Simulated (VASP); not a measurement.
**Ta7Mo3: core-level shifts**

Which atoms of Ta7Mo3 bind their core electrons more tightly, and does the hole change the order?

Calculated with VASP 6.6.1; PBE; plane waves and PAW (Mo_sv, Ta_pv), in the first sound run; inputs show where later runs differ.

**1. Starting point**

The cell holds 20 atoms: 6 Mo and 14 Ta. Cell: a = 6.620 Å, b = 5.733 Å, c = 23.362 Å, α = 90.0°, β = 90.0°, γ = 54.7°. It derives from Ta. Mo replaces host atoms (three quarters in the top layer, both faces). Regions: layer 1, 4 atoms (1 Ta and 3 Mo); layer 2, 4 atoms (4 Ta); layer 3, 4 atoms (4 Ta); other layers, 8 atoms (5 Ta and 3 Mo). Vacuum lies along c.

**2. Relaxation**

The free atoms are relaxed first inside the given cell, which is kept (ISIF = 0), since core levels depend on the positions.

Contents of INCAR:

```
SYSTEM = Ta7Mo3
PREC = Normal
ENCUT = 330
EDIFF = 1E-05
NELM = 100
ISMEAR = 0
SIGMA = 0.1
LREAL = Auto
ALGO = Fast
GGA = PE
NBANDS = 147
LASPH = .TRUE.
LWAVE = .FALSE.
LCHARG = .FALSE.
KPAR = 2
NCORE = 4
IBRION = 2
NSW = 50
ISIF = 0
EDIFFG = -0.05
```

Contents of POSCAR:

```
Ta7Mo3
1.0
    6.6200000000      0.0000000000      0.0000000000
    3.3100000000      4.6810468915      0.0000000000
    0.0000000000      0.0000000000     23.3620937829
Mo Ta
6 14
Selective dynamics
Direct
    0.0000000000      0.0000000000      0.7003693220  T T T
    0.5000000000      0.0000000000      0.7003693220  T T T
    0.0000000000      0.5000000000      0.7003693220  T T T
    0.0000000000      0.0000000000      0.2996306780  T T T
    0.5000000000      0.0000000000      0.2996306780  T T T
    0.0000000000      0.5000000000      0.2996306780  T T T
    0.5000000000      0.5000000000      0.7003693220  T T T
    0.7500000000      0.5000000000      0.6001846610  T T T
    0.2500000000      0.5000000000      0.6001846610  T T T
    0.7500000000      0.0000000000      0.6001846610  T T T
    0.2500000000      0.0000000000      0.6001846610  T T T
    0.0000000000      0.0000000000      0.5000000000  F F F
    0.5000000000      0.0000000000      0.5000000000  F F F
    0.0000000000      0.5000000000      0.5000000000  F F F
    0.5000000000      0.5000000000      0.5000000000  F F F
    0.7500000000      0.5000000000      0.3998153390  T T T
    0.2500000000      0.5000000000      0.3998153390  T T T
    0.7500000000      0.0000000000      0.3998153390  T T T
    0.2500000000      0.0000000000      0.3998153390  T T T
    0.5000000000      0.5000000000      0.2996306780  T T T
```

Contents of KPOINTS:

```
Automatic mesh
0
Gamma
4 4 1
0 0 0
```

PAW data sets: Mo_sv and Ta_pv (PBE family, release 64).

On the command line:

```bash
> mpirun -np 8 vasp_std
```

The log of the run:

```text
[banner, memory and clock lines left out]
running    8 mpi-ranks, on    1 nodes
 distrk:  each k-point on    4 cores,    2 groups
 distr:  one band on    4 cores,    1 groups

 POSCAR found type information on POSCAR MoTa
 POSCAR found :  2 types and      20 ions
 LDA part: xc-table for (Slater+PW92), standard interpolation
 POSCAR, INCAR and KPOINTS ok, starting setup
 FFT: planning ... GRIDC
 FFT: planning ... GRID_SOFT
 FFT: planning ... GRID
 WAVECAR not read
 entering main loop
       N       E                     dE             d eps       ncg     rms          rms(c)
DAV:   1     0.188655610045E+04    0.18866E+04   -0.11764E+05  2730   0.109E+03
DAV:   2    -0.144107506847E+03   -0.20307E+04   -0.19743E+04  2327   0.377E+02
DAV:   3    -0.236521498966E+03   -0.92414E+02   -0.87583E+02  2732   0.694E+01
DAV:   4    -0.240427417262E+03   -0.39059E+01   -0.38311E+01  2724   0.115E+01
DAV:   5    -0.240588957377E+03   -0.16154E+00   -0.16037E+00  2836   0.191E+00    0.572E+01
RMM:   6    -0.314870191192E+03   -0.74281E+02   -0.28862E+02  2429   0.229E+01    0.405E+01
RMM:   7    -0.255127791240E+03    0.59742E+02   -0.12849E+02  2346   0.177E+01    0.323E+01
RMM:   8    -0.222172540679E+03    0.32955E+02   -0.16489E+01  2081   0.869E+00    0.107E+01
RMM:   9    -0.221537936604E+03    0.63460E+00   -0.40884E+00  2472   0.301E+00    0.844E+00
RMM:  10    -0.221665878504E+03   -0.12794E+00   -0.10309E+00  2659   0.153E+00    0.777E+00
RMM:  11    -0.221400657593E+03    0.26522E+00   -0.68585E-01  2508   0.141E+00    0.531E+00
RMM:  12    -0.221154491179E+03    0.24617E+00   -0.78987E-01  2614   0.139E+00    0.257E+00
RMM:  13    -0.221097227485E+03    0.57264E-01   -0.34156E-01  2498   0.105E+00    0.784E-01
RMM:  14    -0.221096836532E+03    0.39095E-03   -0.81203E-02  2309   0.492E-01    0.778E-01
RMM:  15    -0.221088977069E+03    0.78595E-02   -0.38925E-02  2564   0.331E-01    0.159E-01
RMM:  16    -0.221090873892E+03   -0.18968E-02   -0.24805E-02  2692   0.178E-01    0.204E-01
RMM:  17    -0.221089741643E+03    0.11322E-02   -0.33416E-03  2304   0.975E-02    0.836E-02
RMM:  18    -0.221089728461E+03    0.13182E-04   -0.17188E-03  2637   0.523E-02    0.561E-02
RMM:  19    -0.221089626414E+03    0.10205E-03   -0.46349E-04  2112   0.290E-02    0.289E-02
RMM:  20    -0.221089678949E+03   -0.52535E-04   -0.29560E-04  2067   0.199E-02    0.303E-02
RMM:  21    -0.221089750073E+03   -0.71124E-04   -0.10124E-04  1860   0.130E-02    0.118E-02
RMM:  22    -0.221089927563E+03   -0.17749E-03   -0.80757E-05  1825   0.116E-02    0.184E-02
RMM:  23    -0.221090027846E+03   -0.10028E-03   -0.37492E-05  1509   0.912E-03    0.430E-03
RMM:  24    -0.221090125090E+03   -0.97244E-04   -0.12716E-05  1227   0.463E-03    0.523E-03
RMM:  25    -0.221090218429E+03   -0.93339E-04   -0.82661E-06  1230   0.438E-03    0.475E-03
RMM:  26    -0.221090258185E+03   -0.39756E-04   -0.36833E-06   819   0.292E-03    0.193E-03
RMM:  27    -0.221090275250E+03   -0.17065E-04   -0.25914E-06   976   0.281E-03    0.951E-04
RMM:  28    -0.221090278111E+03   -0.28613E-05   -0.10726E-06   592   0.188E-03
   1 F= -.22109028E+03 E0= -.22101358E+03  d E =-.221090E+03
 curvature:   0.00 expect dE= 0.000E+00 dE for cont linesearch  0.000E+00
 trial: gam= 0.00000 g(F)=  0.720E+00 g(S)=  0.000E+00 ort = 0.000E+00 (trialstep = 0.100E+01)
 search vector abs. value=  0.720E+00
 bond charge predicted
       N       E                     dE             d eps       ncg     rms          rms(c)
DAV:   1    -0.220711255643E+03    0.37902E+00   -0.19943E+02  2098   0.512E+01    0.308E+00
RMM:   2    -0.222129171376E+03   -0.14179E+01   -0.10071E+01  2135   0.105E+01    0.366E+00
RMM:   3    -0.221715247990E+03    0.41392E+00   -0.11322E+00  2157   0.361E+00    0.160E+00
RMM:   4    -0.221682236479E+03    0.33012E-01   -0.31718E-01  2566   0.154E+00    0.805E-01
RMM:   5    -0.221681094473E+03    0.11420E-02   -0.75935E-02  2471   0.762E-01    0.384E-01
RMM:   6    -0.221682589135E+03   -0.14947E-02   -0.23241E-02  2611   0.395E-01    0.230E-01
RMM:   7    -0.221682604331E+03   -0.15196E-04   -0.82453E-03  2585   0.218E-01    0.136E-01
RMM:   8    -0.221682684876E+03   -0.80545E-04   -0.31881E-03  2621   0.124E-01    0.917E-02
RMM:   9    -0.221682625068E+03    0.59809E-04   -0.10442E-03  2579   0.675E-02    0.342E-02
RMM:  10    -0.221682657978E+03   -0.32910E-04   -0.36713E-04  2430   0.361E-02    0.116E-02
RMM:  11    -0.221682665188E+03   -0.72101E-05   -0.11793E-04  1864   0.186E-02    0.581E-03
RMM:  12    -0.221682668977E+03   -0.37890E-05   -0.38713E-05  1520   0.921E-03
   2 F= -.22168267E+03 E0= -.22161468E+03  d E =-.592391E+00
[... from here on, the cycles between the ionic steps are left out ...]
   3 F= -.22195475E+03 E0= -.22190218E+03  d E =-.864474E+00
   4 F= -.22196905E+03 E0= -.22191231E+03  d E =-.878773E+00
   5 F= -.22196968E+03 E0= -.22191358E+03  d E =-.879405E+00
   6 F= -.22200597E+03 E0= -.22195036E+03  d E =-.362848E-01
   7 F= -.22206310E+03 E0= -.22200956E+03  d E =-.934147E-01
   8 F= -.22201931E+03 E0= -.22197290E+03  d E =-.496272E-01
   9 F= -.22207302E+03 E0= -.22202124E+03  d E =-.103340E+00
  10 F= -.22210098E+03 E0= -.22205082E+03  d E =-.279611E-01
  11 F= -.22210217E+03 E0= -.22205241E+03  d E =-.291464E-01
  12 F= -.22210599E+03 E0= -.22205815E+03  d E =-.382331E-02
  13 F= -.22210712E+03 E0= -.22205863E+03  d E =-.494651E-02
 curvature:  -0.94 expect dE=-0.932E-03 dE for cont linesearch -0.393E-06
 trial: gam= 0.15270 g(F)=  0.996E-03 g(S)=  0.000E+00 ort = 0.669E-04 (trialstep = 0.183E+01)
 search vector abs. value=  0.127E-02
 bond charge predicted
       N       E                     dE             d eps       ncg     rms          rms(c)
DAV:   1    -0.222103321188E+03    0.37969E-02   -0.98546E-01  2088   0.349E+00    0.182E-01
RMM:   2    -0.222107496905E+03   -0.41757E-02   -0.46942E-02  2155   0.738E-01    0.107E-01
RMM:   3    -0.222108436838E+03   -0.93993E-03   -0.65167E-03  2257   0.259E-01    0.135E-01
RMM:   4    -0.222108018196E+03    0.41864E-03   -0.19110E-03  2513   0.105E-01    0.641E-02
RMM:   5    -0.222108005233E+03    0.12963E-04   -0.37836E-04  2392   0.524E-02    0.422E-02
RMM:   6    -0.222108015693E+03   -0.10460E-04   -0.14686E-04  2170   0.301E-02    0.296E-02
RMM:   7    -0.222108018899E+03   -0.32059E-05   -0.62020E-05  1770   0.174E-02
  14 F= -.22210802E+03 E0= -.22206024E+03  d E =-.903006E-03
 trial-energy change:   -0.000903  1 .order   -0.000863   -0.001838    0.000111
 step:   1.7212(harm=  1.7212)  dis= 0.00541  next Energy=  -222.107982 (dE=-0.866E-03)
 reached required accuracy - stopping structural energy minimisation
```

The job ended after 4.8 min (8 MPI ranks of Intel Xeon 6975P-C (Granite Rapids), shared host; peak memory 1.8 GiB).

The logs omit lines about the potential files and the build; timing stands in the text.

From OUTCAR (step 2):

```text
ion  position               nearest neighbor table
   1  0.000  0.000  0.700-   3 2.87   3 2.87   7 2.87   7 2.87  11 2.87  10 2.87   2 3.31   2 3.31
                             8 3.31   9 3.31
   2  0.500  0.000  0.700-   7 2.87   3 2.87   7 2.87   3 2.87  11 2.87  10 2.87   1 3.31   1 3.31
                             9 3.31   8 3.31
   3  0.000  0.500  0.700-   1 2.87   1 2.87   2 2.87   2 2.87   9 2.87   8 2.87   7 3.31   7 3.31
                            10 3.31  11 3.31
   4  0.000  0.000  0.300-   6 2.87   6 2.87  20 2.87  20 2.87  19 2.87  18 2.87   5 3.31   5 3.31
                            17 3.31  16 3.31
   5  0.500  0.000  0.300-  20 2.87   6 2.87  20 2.87   6 2.87  18 2.87  19 2.87   4 3.31   4 3.31
                            16 3.31  17 3.31
   6  0.000  0.500  0.300-   4 2.87   4 2.87   5 2.87   5 2.87  17 2.87  16 2.87  20 3.31  20 3.31
                            18 3.31  19 3.31
   7  0.500  0.500  0.700-   2 2.87   1 2.87   2 2.87   1 2.87   9 2.87   8 2.87   3 3.31   3 3.31
                            11 3.31  10 3.31
   8  0.750  0.500  0.600-  10 2.87  10 2.87  11 2.87  11 2.87  15 2.87   7 2.87   3 2.87  14 2.87
                             9 3.31   9 3.31  13 3.31  12 3.31   1 3.31   2 3.31
   9  0.250  0.500  0.600-  11 2.87  10 2.87  11 2.87  10 2.87  15 2.87   7 2.87   3 2.87  14 2.87
                             8 3.31   8 3.31  12 3.31  13 3.31   2 3.31   1 3.31
  10  0.750  0.000  0.600-   8 2.87   8 2.87   9 2.87   9 2.87  13 2.87   2 2.87   1 2.87  12 2.87
                            11 3.31  11 3.31  15 3.31  14 3.31   3 3.31   7 3.31
  11  0.250  0.000  0.600-   9 2.87   8 2.87   9 2.87   8 2.87  13 2.87   2 2.87   1 2.87  12 2.87
                            10 3.31  10 3.31  14 3.31  15 3.31   7 3.31   3 3.31
  12  0.000  0.000  0.500-  14 2.87  14 2.87  15 2.87  15 2.87  19 2.87  11 2.87  10 2.87  18 2.87
                            13 3.31  13 3.31  16 3.31  17 3.31   9 3.31   8 3.31
  13  0.500  0.000  0.500-  15 2.87  14 2.87  15 2.87  14 2.87  19 2.87  11 2.87  10 2.87  18 2.87
                            12 3.31  12 3.31  17 3.31  16 3.31   8 3.31   9 3.31
  14  0.000  0.500  0.500-  12 2.87  12 2.87  13 2.87  13 2.87  17 2.87   9 2.87   8 2.87  16 2.87
                            15 3.31  15 3.31  18 3.31  19 3.31  11 3.31  10 3.31
  15  0.500  0.500  0.500-  13 2.87  12 2.87  13 2.87  12 2.87  17 2.87   9 2.87   8 2.87  16 2.87
                            14 3.31  14 3.31  19 3.31  18 3.31  10 3.31  11 3.31
  16  0.750  0.500  0.400-  18 2.87  18 2.87  19 2.87  19 2.87  20 2.87  14 2.87  15 2.87   6 2.87
                            17 3.31  17 3.31  13 3.31   5 3.31   4 3.31  12 3.31
  17  0.250  0.500  0.400-  19 2.87  18 2.87  19 2.87  18 2.87  20 2.87  14 2.87  15 2.87   6 2.87
                            16 3.31  16 3.31  12 3.31   4 3.31   5 3.31  13 3.31
  18  0.750  0.000  0.400-  16 2.87  16 2.87  17 2.87  17 2.87   4 2.87   5 2.87  12 2.87  13 2.87
                            19 3.31  19 3.31  15 3.31  20 3.31   6 3.31  14 3.31
  19  0.250  0.000  0.400-  17 2.87  16 2.87  17 2.87  16 2.87   4 2.87   5 2.87  12 2.87  13 2.87
                            18 3.31  18 3.31  14 3.31  20 3.31  15 3.31   6 3.31
  20  0.500  0.500  0.300-   5 2.87   4 2.87   5 2.87   4 2.87  17 2.87  16 2.87   6 3.31   6 3.31
                            19 3.31  18 3.31

  LATTYP: Found a base centered orthorhombic cell.
 ALAT       =     6.6200000000
 B/A-ratio  =     1.4142135624
 C/A-ratio  =     3.5290171877

 Subroutine GETGRP returns: Found  8 space group operations
 (whereof  4 operations were pure point group operations)

The static configuration has the point symmetry C_2h.
 The point group associated with its full space group is D_2h.

 Found      7 irreducible k-points:

   k-points           NKPTS =      7   k-points in BZ     NKDIM =      7   number of bands    NBANDS=    147

   dimension x,y,z NGX =    30 NGY =   28 NGZ =  108
   dimension x,y,z NGXF=    60 NGYF=   56 NGZF=  216

   ENCUT  =  330.0 eV  24.25 Ry    4.92 a.u.   9.81  8.49 34.60*2*pi/ulx,y,z

   NELECT =     238.0000    total number of electrons

 k-points in reciprocal lattice and weights: Automatic mesh
   0.00000000  0.00000000  0.00000000       0.062
   0.25000000  0.00000000  0.00000000       0.250
   0.50000000  0.00000000  0.00000000       0.125
   0.00000000  0.25000000  0.00000000       0.125
   0.50000000  0.25000000  0.00000000       0.125
  -0.25000000  0.25000000  0.00000000       0.250
   0.00000000  0.50000000  0.00000000       0.062

 average (electrostatic) potential at core
       1 -79.8792       2 -79.8792       3 -79.9836       4 -79.8792       5 -79.8792
       6 -79.9836       7 -41.4089       8 -40.6875       9 -40.6875      10 -40.7152
      11 -40.7152      12 -40.7451      13 -40.7451      14 -40.5992      15 -40.6967
      16 -40.6875      17 -40.6875      18 -40.7152      19 -40.7152      20 -41.4089

 E-fermi :   1.3079

 k-point     1 :       0.0000    0.0000    0.0000
  band No.  band energies     occupation
    ...
    108       0.7689      2.00000
    109       0.9814      2.00000
    110       1.0730      1.99911
    111       1.1549      1.96952
    112       1.1668      1.95403
    113       1.4794      0.01535
    114       1.5083      0.00461
    115       1.5221      0.00246
    116       1.6166      0.00001
    117       1.6235      0.00001
    ...

 k-point     2 :       0.2500    0.0000    0.0000
  band No.  band energies     occupation
    ...
    113       1.0062      1.99998
    114       1.0976      1.99707
    115       1.2588      1.51317
    116       1.3459      0.59100
    117       1.3538      0.51667
    118       1.4884      0.01069
    119       1.5102      0.00424
    120       1.5729      0.00018
    121       1.7251      0.00000
    122       1.8104      0.00000
    ...

 k-point     3 :       0.5000    0.0000    0.0000
  band No.  band energies     occupation
    ...
    120       1.0177      1.99996
    121       1.0746      1.99903
    122       1.0848      1.99840
    123       1.1419      1.98110
    124       1.2517      1.57336
    125       1.7162      0.00000
    126       1.9173      0.00000
    127       2.4585      0.00000
    128       2.4915      0.00000
    129       2.6060      0.00000
    ...

  energy-cutoff  :      330.00
  volume of cell :      723.96
      direct lattice vectors                 reciprocal lattice vectors
     6.620000000  0.000000000  0.000000000     0.151057402 -0.106813713  0.000000000
     3.310000000  4.681046892  0.000000000     0.000000000  0.213627426  0.000000000
     0.000000000  0.000000000 23.362093783     0.000000000  0.000000000  0.042804383

 POSITION                                       TOTAL-FORCE (eV/Angst)
 -----------------------------------------------------------------------------------
      9.93000      4.68105     16.14810        -0.000000      0.000000      0.006602
      6.62000      4.68105     16.14810        -0.000000      0.000000      0.006602
      8.27500      2.34052     16.13812         0.000000     -0.000000      0.005800
      9.93000      4.68105      7.21400        -0.000000     -0.000000     -0.006602
      6.62000      4.68105      7.21400        -0.000000      0.000000     -0.006602
      8.27500      2.34052      7.22397        -0.000000      0.000000     -0.005800
      4.96500      2.34052     16.24121         0.000000      0.000000      0.007581
      6.64255      2.34052     14.02511         0.009947     -0.000000     -0.008120
      3.28745      2.34052     14.02511        -0.009947     -0.000000     -0.008120
      4.96500      0.02126     14.05348         0.000000      0.008089     -0.009296
      4.96500      4.65979     14.05348        -0.000000     -0.008089     -0.009296
      0.00000      0.00000     11.68105         0.000000      0.000000      0.000000
      3.31000      0.00000     11.68105         0.000000      0.000000      0.000000
      1.65500      2.34052     11.68105         0.000000      0.000000      0.000000
      4.96500      2.34052     11.68105         0.000000      0.000000      0.000000
      6.64255      2.34052      9.33698         0.009947      0.000000      0.008120
      3.28745      2.34052      9.33698        -0.009947      0.000000      0.008120
      4.96500      0.02126      9.30862         0.000000      0.008089      0.009296
      4.96500      4.65979      9.30862        -0.000000     -0.008089      0.009296
      4.96500      2.34052      7.12088         0.000000     -0.000000     -0.007581
 -----------------------------------------------------------------------------------
    total drift:                                0.000000      0.000000      0.000000

  FREE ENERGIE OF THE ION-ELECTRON SYSTEM (eV)
  ---------------------------------------------------
  free  energy   TOTEN  =      -222.1080188990 eV

  energy  without entropy=     -222.0124702027  energy(sigma->0) =     -222.06024455

 reached required accuracy - stopping structural energy minimisation

[... 3 further parts left out ...]
```

CONTCAR:

```
Ta7Mo3
   1.00000000000000
     6.6200000000000001    0.0000000000000000    0.0000000000000000
     3.3100000000000001    4.6810468915000003    0.0000000000000000
     0.0000000000000000    0.0000000000000000   23.3620937829000006
  Mo              Ta
     6    14
Selective dynamics
Direct
     1.0000000000000000    1.0000000000000000    0.6912092599043506   T   T   T
     0.5000000000000000    1.0000000000000000    0.6912092599043506   T   T   T
     1.0000000000000000    0.5000000000000000    0.6907824721424991   T   T   T
     1.0000000000000000    1.0000000000000000    0.3087907400956493   T   T   T
     0.5000000000000000    1.0000000000000000    0.3087907400956493   T   T   T
     1.0000000000000000    0.5000000000000000    0.3092175278575008   T   T   T
     0.5000000000000000    0.5000000000000000    0.6951950746212949   T   T   T
     0.7534056543082286    0.5000000000000000    0.6003361627594141   T   T   T
     0.2465943456917713    0.5000000000000000    0.6003361627594141   T   T   T
     0.7477294634741062    0.0045410730517876    0.6015504413552890   T   T   T
     0.2522705365258938    0.9954589269482125    0.6015504413552890   T   T   T
     0.0000000000000000    0.0000000000000000    0.5000000000000000   F   F   F
     0.5000000000000000    0.0000000000000000    0.5000000000000000   F   F   F
     0.0000000000000000    0.5000000000000000    0.5000000000000000   F   F   F
     0.5000000000000000    0.5000000000000000    0.5000000000000000   F   F   F
     0.7534056543082286    0.5000000000000000    0.3996638372405859   T   T   T
     0.2465943456917713    0.5000000000000000    0.3996638372405859   T   T   T
     0.7477294634741062    0.0045410730517876    0.3984495586447112   T   T   T
     0.2522705365258938    0.9954589269482125    0.3984495586447112   T   T   T
     0.5000000000000000    0.5000000000000000    0.3048049253787053   T   T   T
```

The run keeps the 8 symmetry operations of its start, so it cannot find a distortion of lower symmetry.

Step by step:

| step | energy less that of the first step (eV) | largest force (eV/Å) |
| --- | --- | --- |
| 1 | 0.0000 | 1.2297 |
| 2 | -0.5924 | 0.8478 |
| 3 | -0.8645 | 0.4834 |
| 4 | -0.8788 | 0.2563 |
| 5 | -0.8794 | 0.2761 |
| 6 | -0.9157 | 0.2183 |
| 7 | -0.9728 | 0.1981 |
| 8 | -0.9290 | 0.5165 |
| 9 | -0.9827 | 0.2632 |
| 10 | -1.0107 | 0.1626 |
| 11 | -1.0119 | 0.1465 |
| 12 | -1.0157 | 0.1209 |
| 13 | -1.0168 | 0.0550 |
| 14 | -1.0177 | 0.0128 |

The atoms that moved most (Å):

| atom | dx | dy | dz | length |
| --- | --- | --- | --- | --- |
| Mo6 | 0.000 | 0.000 | 0.224 | 0.224 |
| Mo3 | 0.000 | 0.000 | -0.224 | 0.224 |
| Mo4 | 0.000 | 0.000 | 0.214 | 0.214 |
| Mo5 | 0.000 | 0.000 | 0.214 | 0.214 |
| Mo1 | 0.000 | 0.000 | -0.214 | 0.214 |
| Mo2 | 0.000 | 0.000 | -0.214 | 0.214 |
| Ta20 | 0.000 | 0.000 | 0.121 | 0.121 |
| Ta7 | 0.000 | 0.000 | -0.121 | 0.121 |

Final coordinates:

```
Mo Ta
1.0
     6.62000    0.00000    0.00000
     3.31000    4.68105    0.00000
     0.00000    0.00000   23.36209
Mo Ta
6 14
Direct
  0.00000 0.00000 0.69121
  0.50000 0.00000 0.69121
  0.00000 0.50000 0.69078
  0.00000 0.00000 0.30879
  0.50000 0.00000 0.30879
  0.00000 0.50000 0.30922
  0.50000 0.50000 0.69520
  0.75341 0.50000 0.60034
  0.24659 0.50000 0.60034
  0.74773 0.00454 0.60155
  0.25227 0.99546 0.60155
  0.00000 0.00000 0.50000
  0.50000 0.00000 0.50000
  0.00000 0.50000 0.50000
  0.50000 0.50000 0.50000
  0.75341 0.50000 0.39966
  0.24659 0.50000 0.39966
  0.74773 0.00454 0.39845
  0.25227 0.99546 0.39845
  0.50000 0.50000 0.30480
```

Numbers from this step:

```
free energy (TOTEN)     : -222.1080 eV
energy at zero smearing : -222.0602 eV
Fermi energy            : 1.308 eV
```

The forces on the free atoms are under 0.05 eV/Å.

[end of part 1 of 4]

[Lines on the potential files, build, host, timing and source positions are cut from VASP's logs without a mark.]

[Logs are printed without paths, hosts, clocks, repeated set-up lines and the standing remarks that a program may print on its own settings, such as how far it seeks lower states.]

[Hosts, paths, dates, database ids (printed as entryN), source tags and the programs' standing remarks are cut or masked in the printed files.]
